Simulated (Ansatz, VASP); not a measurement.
**Pd (Pd wire along [111], 6 atoms a period): VASP beside Ansatz**

Wanted: the spread between two codes on one cell, functional and k mesh. Of the first pair: The structure shown is the start of the Ansatz relaxation below; VASP solves that cell, so the two are compared at the walk's first step.

Method: plane waves, with VASP 6.6.1 beside it; single point at PBE, in Ansatz 0.2.0.

### 1. Starting point

The cell holds 6 atoms: 6 Pd. Its edges and angles: a = 9.586 Å, b = 10.017 Å, c = 6.824 Å, α = 90.0°, β = 90.0°, γ = 90.0°. Vacuum lies along a and b. The structure's axis is c.

### 2. Ansatz: relaxation, PBE

Ansatz runs on its default PAW (the set named soft_2) files.

The two programs are compared at the cell with which this relaxation starts, whose forces are those of its first step.

File input.yaml:

```yaml
crystal:
  lattice:
    - [9.586, 0.0, 0.0]
    - [0.0, 10.017, 0.0]
    - [0.0, 0.0, 6.8242801818]
  atoms:
    - { symbol: Pd, position: [0.354683914, 0.499999827, 0.0], spin: 0.48 }
    - { symbol: Pd, position: [0.645316161, 0.499999827, 0.0], spin: 0.48 }
    - { symbol: Pd, position: [0.500000037, 0.419711404, 0.333333333], spin: 0.48 }
    - { symbol: Pd, position: [0.645316161, 0.660576673, 0.333333333], spin: 0.48 }
    - { symbol: Pd, position: [0.500000037, 0.58028825, 0.666666667], spin: 0.48 }
    - { symbol: Pd, position: [0.645316161, 0.339422981, 0.666666667], spin: 0.48 }
magnetization:
  spin_polarized: true
kpoints:
  mp_grid: { grid: [1, 1, 12] }
scf:
  occupations: { method: fermi_dirac, width: 0.05 }
hamiltonian:
  xc: pbe
relax:
  cell: { fix: [a, b, alpha, beta, gamma] }
  max_steps: 60
```

Started as:

```
$ ansatz run input.yaml --threads 8 --pin off --max-ram 16384MiB --backend cpu --events-out ev --progress --plain --runs-dir out
```

Numbers of over 12 decimals in the logs are rounded to 6 here.

The program printed:

```text
Engine: ansatz 0.2.0, x86_64-unknown-linux-gnu
Pseudopotentials: kind: paw
Pseudopotential: Pd, paw, valence charge 18, recommended cutoff 420 eV (normal), Pd.paw.azcp
Functional definition: PBE
  parameter kappa = 0.804
  parameter beta = 0.066725
  exchange = pbe_x(kappa = kappa, mu = beta*pi^2/3)
  correlation = pbe_c(beta = beta)
Crystal: 6 atoms, lattice volume = 655.288 Å³
Basis set: ecut = 420 eV, 12831 PW (Γ), exchange–correlation on 144×144×96 points (8 copies of the dense FFT grid, shifted against one another)
Bands: 67, of which v1, the nominal top of the filled ones, is band 54 counted from 1 (53 counted from 0)
Symmetry: 2 space group operations
Space group: P2 (ITA 3), of the structure as read, at distance tolerance 8.7e-5 Å
Magnetic group: BNS 3.1 (UNI 8), of the structure as read, at distance tolerance 8.7e-5 Å
k-points: 7 of 12
Non-local potential: Pd, projectors of the file, l = 0: 2, l = 1: 2, l = 2: 2, l = 3: 1
PAW form: soft (Blöchl's): semilocal exchange-correlation on the pseudo side does not see the compensation charge
PAW one-centre angular grid: Pd, 590 points (default); XC on 64 Gauss nodes
Initial density: superposition of atomic densities (neutral atoms: chi_scale 0, normalization atom)
Starting moments: Σ|m| = 2.88 μB on 6 of 6 sites
Initial wavefunctions: pseudopotential atomic-orbital guess
Functional: x = pbe(κ = 0.804, μ = 0.219515), c = pbe(β = 0.066725)
SCF iter   1: F=—  HF=-41831.051914 eV  |F-HF|=—  |Δ(HF+E_count)|=         —  Δρ=2.89e-2 (↑2.89e-2 ↓2.53e-2)  dr2=2.22e1  dr2_m=2.17e-1  M=1.938 μB ∫|m|=2.126 μB  β_m=0.30  ethr=3.10e-3  ⟨swp⟩=7.1  Hψ=3987  notcnv=0  defer=12
preconditioner: auto → LDOS  [metal: Δε(μ)=0.013 eV  Ē_g=3.688 eV  σ=0.050 eV  W_gap=0.06  n_scr=84 (ndim 8)  ℏωp=11.2 eV  f_vac=0.720  D(μ)=12.95/eV (n_scr^D=70)]
spin=Collinear: LDOS preconditioning applied to the charge; magnetization (m = ρ↑ − ρ↓) channel mixes plain (no charge-response kernel on spin).
SCF iter   2: F=—  HF=-41827.518470 eV  |F-HF|=—  |Δ(HF+E_count)|=    3.53e0  Δρ=1.40e-2 (↑1.28e-2 ↓1.40e-2)  dr2=5.08e0  dr2_m=1.08e-1  M=2.093 μB ∫|m|=2.270 μB  β_m=0.30  ethr=3.10e-3  ⟨swp⟩=2.0  Hψ=1654  notcnv=0  defer=40
SCF iter   3: F=—  HF=-41826.707164 eV  |F-HF|=—  |Δ(HF+E_count)|=   8.11e-1  Δρ=7.43e-3 (↑4.38e-3 ↓7.43e-3)  dr2=8.34e-1  dr2_m=5.44e-2  M=2.172 μB ∫|m|=2.337 μB  β_m=0.30  ethr=3.10e-3  ⟨swp⟩=2.0  Hψ=1582  notcnv=0  defer=46
SCF iter   4: F=—  HF=-41826.627706 eV  |F-HF|=—  |Δ(HF+E_count)|=   7.95e-2  Δρ=2.71e-3 (↑2.53e-3 ↓2.71e-3)  dr2=6.45e-2  dr2_m=2.56e-2  M=2.260 μB ∫|m|=2.421 μB  β_m=0.30  ethr=7.73e-4  ⟨swp⟩=3.1  Hψ=1448  notcnv=0  defer=54
SCF iter   5: F=—  HF=-41826.659877 eV  |F-HF|=—  |Δ(HF+E_count)|=   3.22e-2  Δρ=1.85e-3 (↑1.79e-3 ↓1.85e-3)  dr2=2.35e-2  dr2_m=1.59e-2  M=2.278 μB ∫|m|=2.454 μB  β_m=0.30  ethr=5.97e-5  ⟨swp⟩=2.8  Hψ=1417  notcnv=0  defer=54
SCF iter   6: F=—  HF=-41826.674054 eV  |F-HF|=—  |Δ(HF+E_count)|=   1.42e-2  Δρ=1.47e-3 (↑1.47e-3 ↓1.26e-3)  dr2=7.33e-3  dr2_m=9.70e-3  M=2.298 μB ∫|m|=2.484 μB  β_m=1.00  ethr=2.17e-5  ⟨swp⟩=2.0  Hψ=1049  notcnv=0  defer=54
SCF iter   7: F=—  HF=-41826.680995 eV  |F-HF|=—  |Δ(HF+E_count)|=   6.94e-3  Δρ=5.11e-4 (↑4.26e-4 ↓5.11e-4)  dr2=1.35e-3  dr2_m=1.11e-3  M=2.351 μB ∫|m|=2.570 μB  β_m=1.00  ethr=6.79e-6  ⟨swp⟩=2.4  Hψ=1555  notcnv=0  defer=54
SCF iter   8: F=—  HF=-41826.682136 eV  |F-HF|=—  |Δ(HF+E_count)|=   1.14e-3  Δρ=2.30e-4 (↑2.05e-4 ↓2.30e-4)  dr2=3.86e-4  dr2_m=2.18e-4  M=2.381 μB ∫|m|=2.614 μB  β_m=1.00  ethr=1.25e-6  ⟨swp⟩=2.1  Hψ=1318  notcnv=0  defer=54
SCF iter   9: F=—  HF=-41826.683074 eV  |F-HF|=—  |Δ(HF+E_count)|=   9.38e-4  Δρ=1.14e-4 (↑1.14e-4 ↓1.04e-4)  dr2=4.74e-5  dr2_m=5.25e-5  M=2.396 μB ∫|m|=2.636 μB  β_m=1.00  ethr=3.57e-7  ⟨swp⟩=2.0  Hψ=1242  notcnv=0  defer=54
SCF iter  10: F=—  HF=-41826.683847 eV  |F-HF|=—  |Δ(HF+E_count)|=   7.73e-4  Δρ=5.91e-5 (↑4.70e-5 ↓5.91e-5)  dr2=4.15e-6  dr2_m=1.54e-5  M=2.403 μB ∫|m|=2.648 μB  β_m=0.30  ethr=4.39e-8  ⟨swp⟩=2.0  Hψ=1434  notcnv=0  defer=54
[...]
spin-set hold released at iteration 10 (site moments contracting): the magnetisation degrees of freedom join the quasi-Newton model from the next iteration; the mixer history was flushed
[...]
SCF 16 converged in 12 iterations: F = -41827.879544 eV  dr2 = 1.19e-9
relax step  16: F+E_penalty+E_count = -41827.87954380 eV  Δ(F+E_penalty+E_count) = -6.542e-5 eV  max|allowed force component| = 2.514e-3 eV/Å  Δτ_max = 0.0036 Å  P = -0.016 GPa  Ω = 596.577 Å³  energy of the carried Pulay correction = +3.621e-3 eV  fix = [a, b, alpha, beta, gamma]  reactions: a -0.032, b -0.017 GPa; alpha -0.001 GPa/rad  (12 SCF iters, dr2 threshold 1.20e-8 eV, accepted)
Basis set: ecut = 420 eV, 11669 PW (Γ), exchange–correlation on 144×144×90 points (8 copies of the dense FFT grid, shifted against one another)
Initial wavefunctions: pseudopotential atomic-orbital guess (no wavefunctions were taken with the density)
[...]
SCF iter   1: F=—  HF=-41827.873183 eV  |F-HF|=—  |Δ(HF+E_count)|=         —  Δρ=8.54e-5 (↑8.54e-5 ↓8.09e-5)  dr2=2.69e-5  dr2_m=1.05e-7  M=1.155 μB ∫|m|=1.252 μB  β_m=0.30  ethr=9.70e-7  ⟨swp⟩=3.4  Hψ=6656  notcnv=0
preconditioner: auto → LDOS  [metal: Δε(μ)=0.014 eV  Ē_g=4.922 eV  σ=0.050 eV  W_gap=0.07  n_scr=76 (ndim 8)  ℏωp=11.8 eV  f_vac=0.714  D(μ)=13.14/eV (n_scr^D=74)]
spin=Collinear: LDOS preconditioning applied to the charge; magnetization (m = ρ↑ − ρ↓) channel mixes plain (no charge-response kernel on spin).
SCF iter   2: F=—  HF=-41827.873189 eV  |F-HF|=—  |Δ(HF+E_count)|=   5.58e-6  Δρ=5.63e-5 (↑5.63e-5 ↓5.24e-5)  dr2=1.08e-5  dr2_m=6.16e-8  M=1.155 μB ∫|m|=1.252 μB  β_m=0.53  ethr=2.49e-8  ⟨swp⟩=2.6  Hψ=1605  notcnv=0
SCF iter   3: F=—  HF=-41827.873204 eV  |F-HF|=—  |Δ(HF+E_count)|=   1.47e-5  Δρ=1.18e-5 (↑1.18e-5 ↓1.12e-5)  dr2=6.42e-7  dr2_m=2.52e-8  M=1.155 μB ∫|m|=1.252 μB  β_m=0.56  ethr=9.97e-9  ⟨swp⟩=2.9  Hψ=1803  notcnv=0
SCF iter   4: F=—  HF=-41827.873335 eV  |F-HF|=—  |Δ(HF+E_count)|=   1.31e-4  Δρ=3.28e-6 (↑2.59e-6 ↓3.28e-6)  dr2=9.34e-8  dr2_m=6.89e-9  M=1.155 μB ∫|m|=1.252 μB  β_m=0.56  ethr=5.95e-10  ⟨swp⟩=2.0  Hψ=1617  notcnv=0
SCF iter   5: F=—  HF=-41827.873335 eV  |F-HF|=—  |Δ(HF+E_count)|=   7.57e-8  Δρ=1.50e-6 (↑1.07e-6 ↓1.50e-6)  dr2=3.14e-8  dr2_m=2.33e-9  M=1.155 μB ∫|m|=1.252 μB  β_m=0.63  ethr=8.65e-11  ⟨swp⟩=2.0  Hψ=1362  notcnv=0
SCF iter   6: F=—  HF=-41827.873335 eV  |F-HF|=—  |Δ(HF+E_count)|=   1.52e-8  Δρ=7.41e-7 (↑5.52e-7 ↓7.41e-7)  dr2=1.42e-8  dr2_m=5.17e-10  M=1.155 μB ∫|m|=1.252 μB  β_m=0.68  ethr=2.91e-11  ⟨swp⟩=2.0  Hψ=1289  notcnv=0
SCF iter   7: F=—  HF=-41827.873335 eV  |F-HF|=—  |Δ(HF+E_count)|=   1.92e-9  Δρ=3.95e-7 (↑3.95e-7 ↓3.58e-7)  dr2=5.48e-9  dr2_m=1.16e-10  M=1.155 μB ∫|m|=1.252 μB  β_m=0.75  ethr=1.32e-11  ⟨swp⟩=1.5  Hψ=955  notcnv=0
SCF iter   8: F=—  HF=-41827.873335 eV  |F-HF|=—  |Δ(HF+E_count)|=  9.60e-10  Δρ=2.31e-7 (↑2.31e-7 ↓1.68e-7)  dr2=8.28e-10  dr2_m=8.32e-11  M=1.155 μB ∫|m|=1.252 μB  β_m=0.71  ethr=5.07e-12  ⟨swp⟩=2.0  Hψ=1369  notcnv=0
SCF iter   9: F=—  HF=-41827.873335 eV  |F-HF|=—  |Δ(HF+E_count)|=  1.46e-10  Δρ=1.08e-7 (↑1.08e-7 ↓1.03e-7)  dr2=1.04e-10  dr2_m=4.56e-11  M=1.155 μB ∫|m|=1.252 μB  β_m=0.75  ethr=1.00e-12  ⟨swp⟩=2.1  Hψ=1360  notcnv=0
SCF iter  10: F=-41827.873335 eV  HF=-41827.873335 eV  |F-HF|=1.46e-11  |Δ(HF+E_count)|=  4.37e-11  Δρ=8.10e-8 (↑5.30e-8 ↓8.10e-8)  dr2=3.89e-11  dr2_m=1.85e-11  M=1.155 μB ∫|m|=1.252 μB  ethr=1.00e-12  ⟨swp⟩=4.0  Hψ=2944  notcnv=0
SCF 17 converged in 10 iterations: F = -41827.873335 eV  dr2 = 3.89e-11
relax step  17: F+E_penalty+E_count = -41827.87333507 eV  Δ(F+E_penalty+E_count) = +6.209e-3 eV  max|allowed force component| = 2.999e-3 eV/Å  Δτ_max = 0.0000 Å  P = -0.010 GPa  Ω = 596.577 Å³  fix = [a, b, alpha, beta, gamma]  reactions: a -0.027, b -0.013 GPa; alpha -0.001 GPa/rad  stress off target by 9.19e-3 GPa on what of the cell is left free  SCF on the basis re-selected at this cell (its energy is not comparable with the rows above)  (10 SCF iters)
basis re-selected at this cell: Δ(F+E_penalty+E_count) = +6.209e-3 eV, ΔP = +0.006 GPa vs the last step (what re-selecting the basis moved, of the pressure what is left beyond the Pulay correction that the steps carried, after the strain that the cell walked since its last selection, with what the two solves' SCF thresholds leave and, on support functions, any second-order correction that the steps lacked; it is no measure of the basis error at this ecutwfc). The dense FFT grid was sized anew with the basis: this SCF ran on 72×72×45 points, the steps before it on 72×72×48, so part of this shift can come from that change (see relax.cell in the input reference). [rest of the remark cut]
SCF converged after 10 iterations
Magnetization: 1.1555 μB (54.5777 up, 53.4223 down)
Absolute magnetization: 1.2521 μB (∫|ρ↑−ρ↓|, with the PAW one-centre terms)
Spin contamination: 0.0167 ħ² per cell (⟨S²⟩ above its minimum at these occupations)
Per-site moments (μB) at R_I (Å): [(0.141462, 1.061006), (0.131401, 1.061006), (0.184752, 1.062237), (0.230963, 1.063120), (0.184752, 1.062237), (0.230963, 1.063120)]
Free energy (F): -41827.873335 eV
Harris-Foulkes:  -41827.873335 eV  (|F-HF|=1.46e-11)
Internal energy: -41827.767558 eV  (E = F + TS)
E sigma→0 (E₀):  -41827.820446 eV
Entropy (-TS):   -0.105778 eV (-17.630 meV/atom)
Fermi energy:    -0.887526 eV
--- Per-component energies (eV) ---
  E_band       = -2964.376110
  E_kinetic    = 3090.090832
  E_local      = -44609.821056  (includes V_loc(G=0)·N_el)
  E_nonlocal   = 1314.690213
  E_hartree    = 20243.288184
  E_xc         = -1001.031421
  E_vxc        = -1253.596152  (∫ρ·V_xc dr)
  E_paw        = -22511.238159  (= ΣΔE_a)
  E_vpaw       = -1992.317730  (= ΣTr[D̂ρ^β])
  E_aug_tail   = 0.001189  (compensation charges beyond the density's cutoff)
  E_ewald      = 1646.252660
  E_smearing   = -0.105778  (= −TS)
  E_closure    = -0.000000  (closes the sum)
  Σ components = -41827.873335   (vs F -41827.873335, Δ=0.00e0)
--- Forces (eV/Å), atoms counted from 1 ---
  atom   1  Pd    -0.00299852     0.00000000     0.00000000
  atom   2  Pd     0.00244626     0.00000000     0.00000000
  atom   3  Pd    -0.00039584    -0.00205188     0.00125360
  atom   4  Pd     0.00067335     0.00120761     0.00233680
  atom   5  Pd    -0.00039584     0.00205188    -0.00125360
  atom   6  Pd     0.00067335    -0.00120761    -0.00233680
  max |Σ_I F_I| component: 2.76e-6 eV/Å
--- Stress (GPa, compression-positive) ---
       -0.026599       0.000000       0.000000
        0.000000      -0.013177       0.000752
        0.000000       0.000752       0.009185
  P = ⅓ Tr σ = -0.0102 GPa (-0.102 kbar)
--- Relaxed structure (16 steps of the walk, 15 accepted, 1 SCFs on fresh bases) ---
  F+E_penalty+E_count = -41827.87333507 eV   max|allowed force component| = 2.999e-3 eV/Å   (the final SCF, on the basis selected at the relaxed cell)
  cell:  # Å, volume = 596.5766 Å³
    - [9.586, 0.0, 0.0]
    - [0.0, 10.017, 0]
    - [0.0, 0, 6.212853]
  atoms:
    - { symbol: Pd, position: [0.352407, 0.499999827, 1.469586509979087e-19] }
    - { symbol: Pd, position: [0.620729, 0.499999827, 1.469586509979087e-19] }
    - { symbol: Pd, position: [0.479603, 0.417061, 0.339703] }
    - { symbol: Pd, position: [0.679145, 0.601986, 0.370027] }
    - { symbol: Pd, position: [0.479603, 0.582938, 0.660297] }
    - { symbol: Pd, position: [0.679145, 0.398014, 0.629973] }
```

Reading the cycles: dr2 is the Hartree energy of the density residual (eV), the measure of convergence; HF is the Harris–Foulkes estimate of the energy, which meets the free energy F at convergence.

(Part 1 of 2 ends here.)

[Lines on the potential files, build, host, timing and source positions are cut from VASP's logs without a mark.]

[Logs are printed without paths, hosts, clocks, repeated set-up lines and the standing remarks that a program may print on its own settings, such as how far it seeks lower states.]

[Hosts, paths, dates, database ids (printed as entryN), source tags and the programs' standing remarks are cut or masked in the printed files.]
